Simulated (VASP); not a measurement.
Input:

```yaml
crystal:
  lattice:
    - [0.00000, 2.21255, 2.21255]
    - [2.21255, 0.00000, 2.21255]
    - [2.21255, 2.21255, 0.00000]
  atoms:
    - { symbol: Al, position: [0.00000, 0.00000, 0.00000] }
    - { symbol: N, position: [0.25000, 0.25000, 0.25000] }
```

Method: RPBE GGA, VASP's PBE PAW potentials (set 64) (plane waves; VASP). Numerical set-up: 520 eV cut-off, 9×9×9 Γ-centred mesh, Gaussian smearing of 0.050 eV, potentials Al N.

Problem. Predict the energy per atom (σ→0).

Solution. 
The energy per atom (σ→0) comes out as -7.067 eV/atom.

The absolute energy has meaning only against runs of the same code, potentials and settings.

The compound is AlN in the zinc blende structure, a metastable form; wurtzite is the usual one. It was relaxed first. The start is the result of an earlier pass.
